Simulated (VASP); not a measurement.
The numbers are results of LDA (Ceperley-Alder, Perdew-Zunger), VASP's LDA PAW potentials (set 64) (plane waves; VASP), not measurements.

VASP input:

KPOINTS:
```
Regular mesh
0
Gamma
15 15 8
```

### INCAR
```
SYSTEM=Mg
PREC=Accurate; ENCUT=500; LREAL=F
LASPH=T
EDIFF=1E-6; NELM=100; ALGO=Normal
ISMEAR=1; SIGMA=0.1
IBRION=2; NSW=40; ISIF=3
EDIFFG=-0.02; PSTRESS=200
LWAVE=F; LCHARG=F
```

POSCAR:
```
Mg
1.0
  1.4238681728  -2.4662124723   0.0000000000
  1.4238681728   2.4662124723   0.0000000000
  0.0000000000   0.0000000000   4.6165014300
Mg
2
Direct
  0.3333330000   0.6666670000   0.2500000000
  0.6666670000   0.3333330000   0.7500000000
```

POTCAR, in this order: Mg (LDA.64 set). Program: vasp_std.

Output

### OUTCAR
```
 ion  position               nearest neighbor table
   1  0.333  0.667  0.250-   2 2.83   2 2.83   2 2.83   2 2.83   2 2.83   2 2.83
   2  0.667  0.333  0.750-   1 2.83   1 2.83   1 2.83   1 2.83   1 2.83   1 2.83
  LATTYP: Found a hexagonal cell.
 ALAT       =     2.8477367385
 C/A-ratio  =     1.6211124320
 Subroutine PRICEL returns:
 Original cell was already a primitive cell.
 Subroutine GETGRP returns: Found 24 space group operations
The static configuration has the point symmetry D_3d.
 The point group associated with its full space group is D_6h.
The dynamic configuration has the point symmetry D_3d.
 Subroutine INISYM returns: Found 24 space group operations
 Subroutine IBZKPT returns following result:
 Found    135 irreducible k-points:

 Following reciprocal coordinates:
            Coordinates               Weight
  0.000000  0.000000  0.000000      1.000000
  0.066667  0.000000  0.000000      6.000000
  0.133333 -0.000000  0.000000      6.000000
  0.200000  0.000000  0.000000      6.000000
  0.266667 -0.000000  0.000000      6.000000
  0.333333 -0.000000  0.000000      6.000000
  0.400000 -0.000000  0.000000      6.000000
  0.466667 -0.000000  0.000000      6.000000
  0.066667  0.066667  0.000000      6.000000
  0.133333  0.066667  0.000000     12.000000
  0.200000  0.066667  0.000000     12.000000
  0.266667  0.066667  0.000000     12.000000
  0.333333  0.066667  0.000000     12.000000
  0.400000  0.066667  0.000000     12.000000
  0.466667  0.066667  0.000000      6.000000
  0.133333  0.133333  0.000000      6.000000
  0.200000  0.133333  0.000000     12.000000
  0.266667  0.133333  0.000000     12.000000
  0.333333  0.133333  0.000000     12.000000
  0.400000  0.133333  0.000000     12.000000
  0.200000  0.200000  0.000000      6.000000
  0.266667  0.200000  0.000000     12.000000
  0.333333  0.200000  0.000000     12.000000
  0.400000  0.200000  0.000000      6.000000
  0.266667  0.266667  0.000000      6.000000
  0.333333  0.266667  0.000000     12.000000
  0.333333  0.333333  0.000000      2.000000
  0.000000  0.000000  0.125000      2.000000
  0.066667  0.000000  0.125000     12.000000
  0.133333 -0.000000  0.125000     12.000000
  0.200000  0.000000  0.125000     12.000000
  0.266667 -0.000000  0.125000     12.000000
  0.333333 -0.000000  0.125000     12.000000
  0.400000 -0.000000  0.125000     12.000000
  0.466667 -0.000000  0.125000     12.000000
  0.066667  0.066667  0.125000     12.000000
  0.133333  0.066667  0.125000     24.000000
  0.200000  0.066667  0.125000     24.000000
  0.266667  0.066667  0.125000     24.000000
  0.333333  0.066667  0.125000     24.000000
   k-points           NKPTS =    135   k-points in BZ     NKDIM =    135   number of bands    NBANDS=      6
   number of dos      NEDOS =    301   number of ions     NIONS =      2
   total plane-waves  NPLWV =  20736
   dimension x,y,z NGX =    24 NGY =   24 NGZ =   36
   dimension x,y,z NGXF=    48 NGYF=   48 NGZF=   72
   ions per type =               2
   PREC   = accura    normal or accurate (medium, high low for compatibility)
   ISTART =      0    job   : 0-new  1-cont  2-samecut
   ICHARG =      2    charge: 1-file 2-atom 10-const
   ISPIN  =      1    spin polarized calculation?
   LNONCOLLINEAR =      F non collinear calculations
   LSORBIT =      F    spin-orbit coupling
   INIWAV =      1    electr: 0-lowe 1-rand  2-diag
   ENCUT  =  500.0 eV  36.75 Ry    6.06 a.u.   5.19  5.19  8.42*2*pi/ulx,y,z
   NELM   =    100;   NELMIN=  2; NELMDL= -5     # of ELM steps
   EDIFF  = 0.1E-05   stopping-criterion for ELM
   LREAL  =      F    real-space projection
...
```

OSZICAR:
```
       N       E                     dE             d eps       ncg     rms          rms(c)
DAV:   1     0.109693532818E+00    0.10969E+00   -0.13823E+03  1626   0.475E+02
DAV:   2    -0.312282296490E+01   -0.32325E+01   -0.30356E+01  2196   0.327E+01
DAV:   3    -0.314433194437E+01   -0.21509E-01   -0.21511E-01  2310   0.335E+00
DAV:   4    -0.314438314675E+01   -0.51202E-04   -0.51202E-04  2136   0.136E-01
DAV:   5    -0.314438337123E+01   -0.22449E-06   -0.22517E-06  2244   0.732E-03    0.949E-01
DAV:   6    -0.312117152796E+01    0.23212E-01   -0.18487E-04  1950   0.125E-01    0.603E-01
DAV:   7    -0.310582992883E+01    0.15342E-01   -0.53340E-04  1878   0.209E-01    0.260E-02
DAV:   8    -0.310574390721E+01    0.86022E-04   -0.26371E-05  2316   0.423E-02    0.629E-03
DAV:   9    -0.310574059267E+01    0.33145E-05   -0.20447E-06  1980   0.124E-02    0.734E-04
DAV:  10    -0.310574038961E+01    0.20306E-06   -0.35135E-08  1140   0.160E-03
   1 F= 0.94153406E+00 E0= 0.94164769E+00  d E =0.941534E+00
       N       E                     dE             d eps       ncg     rms          rms(c)
DAV:   1    -0.310448825448E+01    0.12523E-02   -0.43848E-03  2100   0.394E-01    0.300E-02
DAV:   2    -0.310447781255E+01    0.10442E-04   -0.19993E-05  1782   0.317E-02    0.185E-02
DAV:   3    -0.310447068419E+01    0.71284E-05   -0.84229E-06  1998   0.133E-02    0.421E-04
DAV:   4    -0.310447069467E+01   -0.10487E-07   -0.12078E-07  1056   0.290E-03
   2 F= 0.94013883E+00 E0= 0.94017889E+00  d E =-.139523E-02
       N       E                     dE             d eps       ncg     rms          rms(c)
DAV:   1    -0.310350129374E+01    0.96939E-03   -0.67511E-04  2106   0.155E-01    0.973E-03
DAV:   2    -0.310350035567E+01    0.93807E-06   -0.29434E-06  1752   0.123E-02
   3 F= 0.94000388E+00 E0= 0.94000782E+00  d E =-.153018E-02
```

**OUTCAR**
```
------------------------ aborting loop because EDIFF is reached ----------------------------------------
  FORCE on cell =-STRESS in cart. coord.  units (eV):
  Direction    XX          YY          ZZ          XY          YZ          ZX
  --------------------------------------------------------------------------------------
  Total        4.0528173      4.0528192      4.0531953      0.0000000      0.0000000      0.0000000
  in kB      200.4606433    200.4607376    200.4793415      0.0000000      0.0000000      0.0000000
  external PRESSURE =       0.4669075 kB  Pullay stress =     200.0000000 kB
  volume of cell :       32.39
      direct lattice vectors                 reciprocal lattice vectors
     1.429108734 -2.475289520 -0.000000000     0.349868410 -0.201996573  0.000000000
     1.429108734  2.475289520 -0.000000000     0.349868410  0.201996573  0.000000000
     0.000000000  0.000000000  4.578436731     0.000000000  0.000000000  0.218415162
 POSITION                                       TOTAL-FORCE (eV/Angst)
 -----------------------------------------------------------------------------------
      1.42911      0.82510      1.14461         0.000000      0.000000      0.000000
      1.42911     -0.82510      3.43383        -0.000000     -0.000000      0.000000
 -----------------------------------------------------------------------------------
    total drift:                                0.000001     -0.000008      0.000001
  FREE ENERGIE OF THE ION-ELECTRON SYSTEM (eV)
  ---------------------------------------------------
  free  energy   TOTEN  =        -3.1035003557 eV

  energy  without entropy=       -3.1034885426  energy(sigma->0) =       -3.10349642
  enthalpy is  TOTEN    =         0.9400038822 eV   P V=        4.0435042379

 reached required accuracy - stopping structural energy minimisation
```
(Selected blocks of OUTCAR.)

File CONTCAR:
```
Mg
   1.00000000000000
     1.4291087344506967   -2.4752895198824119   -0.0000000000000000
     1.4291087344506967    2.4752895198824119   -0.0000000000000000
     0.0000000000000000    0.0000000000000000    4.5784367305592761
  Mg
     2
Direct
     0.3333330000000032    0.6666669999999968    0.2500000000000000
     0.6666669999999968    0.3333330000000032    0.7500000000000000
```

The compound is Mg in the hcp structure. This run relaxes it under an external pressure of 20 GPa. Symmetry was kept, so distortions that lower it aren't found.
